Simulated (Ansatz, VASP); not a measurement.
# Cross-check of Sc between VASP and Ansatz, part 2 of 2

One calculation is typed for both programs; each brings its own data sets. How far apart do they land? The structure shown is the end of the Ansatz relaxation below.

VASP 6.6.1 and Ansatz 0.2.0.

So far: Starting point; Ansatz: relaxation, PBEsol; VASP: single point, PBEsol, pair 1.

## 3. VASP: single point, PBEsol, pair 1 (continued)

Level of this step: PBEsol; plane waves and PAW (Sc_sv) (VASP).

Numbers of over 12 decimals in the logs are rounded to 6 here.

Parts of OUTCAR (step 3):

```text
ion  position               nearest neighbor table
   1  0.333  0.667  0.250-   2 3.22   2 3.22   2 3.22   2 3.22   2 3.22   2 3.22
   2  0.667  0.333  0.750-   1 3.22   1 3.22   1 3.22   1 3.22   1 3.22   1 3.22

  LATTYP: Found a hexagonal cell.
 ALAT       =     3.2580151292
 C/A-ratio  =     1.6061195808

 Subroutine GETGRP returns: Found 24 space group operations
 (whereof 12 operations were pure point group operations)

The static configuration has the point symmetry D_3d.
 The point group associated with its full space group is D_6h.

 Found    135 irreducible k-points:

   k-points           NKPTS =    135   k-points in BZ     NKDIM =    135   number of bands    NBANDS=     17

   dimension x,y,z NGX =    24 NGY =   24 NGZ =   40
   dimension x,y,z NGXF=    48 NGYF=   48 NGZF=   80

   ENCUT  =  500.0 eV  36.75 Ry    6.06 a.u.   5.94  5.94  9.54*2*pi/ulx,y,z

   NELECT =      22.0000    total number of electrons

 k-points in reciprocal lattice and weights: Automatic mesh
   0.00000000  0.00000000  0.00000000       0.001
   0.06666667 -0.00000000  0.00000000       0.003
   0.13333333 -0.00000000  0.00000000       0.003
   0.20000000 -0.00000000  0.00000000       0.003
   0.26666667 -0.00000000  0.00000000       0.003
   0.33333333 -0.00000000  0.00000000       0.003
   0.40000000  0.00000000  0.00000000       0.003
   0.46666667 -0.00000000  0.00000000       0.003
   0.06666667  0.06666667  0.00000000       0.003
[...]
0.33333333  0.26666667  0.50000000       0.007
   0.33333333  0.33333333  0.50000000       0.001

 average (electrostatic) potential at core
       1 -46.8774       2 -46.8774

 E-fermi :   3.7227

 k-point     1 :       0.0000    0.0000    0.0000
  band No.  band energies     occupation
    ...
      6     -23.9138      2.00000
      7     -23.9138      2.00000
      8     -23.8993      2.00000
      9      -1.4663      2.00000
     10       1.9861      2.00000
     11       4.1751     -0.00627
     12       5.3648     -0.00000
     13       5.3648     -0.00000
     14       5.4345     -0.00000
     15       5.7855     -0.00000
    ...

 k-point     2 :       0.0667   -0.0000    0.0000
  band No.  band energies     occupation
    ...
      6     -23.9280      2.00000
      7     -23.9157      2.00000
      8     -23.9018      2.00000
      9      -1.3648      2.00000
     10       2.0744      2.00000
     11       4.0931     -0.02501
     12       5.1449     -0.00000
     13       5.4394     -0.00000
     14       5.5994     -0.00000
     15       5.7214     -0.00000
    ...

 k-point     3 :       0.1333   -0.0000    0.0000
  band No.  band energies     occupation
    ...
      6     -23.9676      2.00000
      7     -23.9215      2.00000
      8     -23.9094      2.00000
      9      -1.0668      2.00000
     10       2.3222      2.00000
     11       3.8873      0.00862
     12       4.8187     -0.00000
     13       5.5175     -0.00000
     14       5.6585     -0.00000
     15       5.8317     -0.00000
    ...

  Total       -0.0022062     -0.0022062     -0.7952592      0.0000000      0.0000000     -0.0000000
  in kB       -0.0734844     -0.0734844    -26.4881418      0.0000000      0.0000000     -0.0000000
  external PRESSURE =      -8.8783702 kB  Pullay stress =       0.0000000 kB

  energy-cutoff  :      500.00
  volume of cell :       48.10
      direct lattice vectors                 reciprocal lattice vectors
     3.258015129  0.000000000  0.000000000     0.306935346  0.177209204  0.000000000
    -1.629007565  2.821523868  0.000000000     0.000000000  0.354418409  0.000000000
     0.000000000  0.000000000  5.232761894     0.000000000  0.000000000  0.191103670

 POSITION                                       TOTAL-FORCE (eV/Angst)
 -----------------------------------------------------------------------------------
     -0.00000      1.88101      1.30819         0.000000      0.000000      0.000000
      1.62901      0.94051      3.92457        -0.000000     -0.000000     -0.000000
 -----------------------------------------------------------------------------------
    total drift:                                0.002325      0.004027      0.000000

  FREE ENERGIE OF THE ION-ELECTRON SYSTEM (eV)
  ---------------------------------------------------
  free  energy   TOTEN  =       -13.1999014513 eV

  energy  without entropy=      -13.1942935051  energy(sigma->0) =      -13.19803214

 total charge
# of ion       s       p       d       tot
------------------------------------------
    1        2.281   6.108   1.018   9.407
    2        2.281   6.108   1.018   9.407
--------------------------------------------------
tot          4.563  12.215   2.036  18.814

[... 3 further parts left out ...]
```

The run ends at a pressure of -0.89 GPa.

## 4. Differences

Known differences besides the potentials themselves: the cutoff is 420 eV in Ansatz and 500 eV in VASP; Ansatz makes its cores anew for this functional, VASP keeps those of its PBE data sets; Ansatz's pressure holds a Pulay correction, VASP's none. Total energies have different zeros and are not compared.

Compared:

| quantity | Ansatz | VASP | difference |
| --- | --- | --- | --- |
| pressure (GPa) | -0.88 | -0.89 | +0.01 |

## 5. Ansatz: relaxation, PBEsol

This run makes the geometry at which the two programs are then compared. The cell compared in this pair holds 48.37 Å³, against 48.10 Å³ for the pair before.

The structure compared here is the end of the Ansatz relaxation.

File input.yaml:

```yaml
crystal:
  lattice:
    - [3.2580151292, 0.0, 0.0]
    - [-1.6290075646, 2.8215238678, 0.0]
    - [0.0, 0.0, 5.2835654071]
  atoms:
    - { symbol: Sc, position: [0.3333335481, 0.6666664519, 0.25] }
    - { symbol: Sc, position: [0.6666664519, 0.3333335481, 0.75] }
kpoints:
  mp_grid: { grid: [15, 15, 8] }
hamiltonian:
  xc: pbesol
  pseudopotentials: { kind: paw, azcp: { folder: soft_1 }, xc_functional: pbe }
scf:
  occupations: { method: methfessel_paxton, width: 0.2 }
output:
  forces: true
  stress: true
  eigenvalues: true
relax:
  adjacent_minimum: "off"
  f_tol: 0.001
  max_steps: 60
  cell: { stress_tol: 0.01, fix: [c, angles] }
```

Launch:

```
> ansatz run input.yaml --threads 4 --pin off --max-ram 10240MiB --backend cpu --events-out ev --progress --plain --runs-dir out
```

The program printed:

```text
[...]
k-point 319: bands = [... 7 lower, -18.5152, 7.7094, 7.7094, 9.2687, 9.2687, 10.5183, 10.5183, 11.7451]
--- Relaxed structure (3 steps of the walk, 3 accepted, 1 SCFs on fresh bases) ---
[...]
cell:  # Å, volume = 48.3720 Å³
    - [3.251383, -9.211369326923113e-19, 0]
    - [-1.625691, 2.815780, 0]
    - [0, 0, 5.2835654071]
  atoms:
    - { symbol: Sc, position: [0.333333, 0.666667, 0.25] }
    - { symbol: Sc, position: [0.666667, 0.333333, 0.750000] }
[key lines of the parts left out:]
SCF converged after 4 iterations
Free energy (F): -4222.722451 eV
Fermi energy:    9.239415 eV
P = ⅓ Tr σ = -1.1387 GPa (-11.387 kbar)
```

## 6. VASP: single point, PBEsol, pair 2

The same cell, functional, mesh and smearing now go to VASP, with its own data sets.

File INCAR:

```
SYSTEM = Sc
PREC = Accurate
ENCUT = 500
EDIFF = 1E-06
NELM = 120
ISMEAR = 1
SIGMA = 0.2
LREAL = .FALSE.
ALGO = Normal
GGA = PS
NBANDS = 17
LASPH = .TRUE.
LORBIT = 11
LWAVE = .FALSE.
LCHARG = .FALSE.
ISIF = 2
GGA_COMPAT = .FALSE.
KPAR = 2
```

File POSCAR:

```
Sc
1.0
    3.2513826555      0.0000000000      0.0000000000
   -1.6256913277      2.8157799771      0.0000000000
    0.0000000000      0.0000000000      5.2835654071
Sc
2
Direct
    0.3333333247      0.6666666581      0.2500000000
    0.6666666581      0.3333333247      0.7500000000
```

File KPOINTS:

```
Automatic mesh
0
Gamma
15 15 8
0 0 0
```

The projector-augmented-wave data sets are Sc_sv (PBE family, release 64).

Launch:

```
> mpirun -np 2 vasp_std
```

The program printed:

```text
[banner, memory and clock lines left out]
running    2 mpi-ranks, on    1 nodes
[...]
[... a notice as in an earlier step ...]

 LDA part: xc-table for (Slater+PW92), standard interpolation
 POSCAR, INCAR and KPOINTS ok, starting setup
[...]
entering main loop
       N       E                     dE             d eps       ncg     rms          rms(c)
DAV:   1     0.356812953897E+03    0.35681E+03   -0.10908E+04  4598   0.134E+03
DAV:   2     0.533073057002E+01   -0.35148E+03   -0.34548E+03  5758   0.574E+02
DAV:   3    -0.143890884791E+02   -0.19720E+02   -0.19194E+02  7532   0.162E+02
DAV:   4    -0.147291821586E+02   -0.34009E+00   -0.33863E+00  6712   0.200E+01
[...]
DAV:  11    -0.131912216236E+02    0.27671E-05   -0.38973E-06  5703   0.206E-02    0.251E-03
DAV:  12    -0.131912232574E+02   -0.16338E-05   -0.59877E-07  4418   0.964E-03    0.856E-04
DAV:  13    -0.131912231301E+02    0.12738E-06   -0.72271E-08  3541   0.514E-03
   1 F= -.13191223E+02 E0= -.13189135E+02  d E =-.626374E-02
```

From OUTCAR (step 6):

```text
  Total       -0.0023970     -0.0023970     -1.0339589     -0.0000000      0.0000000      0.0000000
  in kB       -0.0793940     -0.0793940    -34.2467967     -0.0000000      0.0000000      0.0000000
  external PRESSURE =     -11.4685282 kB  Pullay stress =       0.0000000 kB

 POSITION                                       TOTAL-FORCE (eV/Angst)
 -----------------------------------------------------------------------------------
     -0.00000      1.87719      1.32089        -0.000000     -0.000000      0.000000
      1.62569      0.93859      3.96267         0.000000      0.000000     -0.000000
 -----------------------------------------------------------------------------------
    total drift:                                0.000031      0.000054      0.000000

  FREE ENERGIE OF THE ION-ELECTRON SYSTEM (eV)
  ---------------------------------------------------
  free  energy   TOTEN  =       -13.1912231301 eV

  energy  without entropy=      -13.1849593878  energy(sigma->0) =      -13.18913522

[... 1 part as in an earlier step ...]

[... 2 further parts left out ...]
[key lines of the parts left out:]
E-fermi :   3.6920
```

The run ends at a pressure of -1.15 GPa.

## 7. Differences

The two programs side by side:

| quantity | Ansatz | VASP | difference |
| --- | --- | --- | --- |
| pressure (GPa) | -1.14 | -1.15 | +0.01 |

## 8. Summary of results

| Quantity | Value |
| --- | --- |
| difference in pressure (single point, PBEsol, pair 1) | 0.0075 GPa |
| difference in pressure (single point, PBEsol, pair 2) | 0.0082 GPa |

In words: The difference in pressure is 0.0082 GPa (single point, PBEsol, pair 2), within the 1 GPa picked in this series as the mark of a large difference. Such differences can come from data sets, numerical settings and the points named under the comparisons, not from the functional's error against experiment.

[Lines on the potential files, build, host, timing and source positions are cut from VASP's logs without a mark.]

[Logs are printed without paths, hosts, clocks, repeated set-up lines and the standing remarks that a program may print on its own settings, such as how far it seeks lower states.]

[Hosts, paths, dates, database ids (printed as entryN), source tags and the programs' standing remarks are cut or masked in the printed files.]
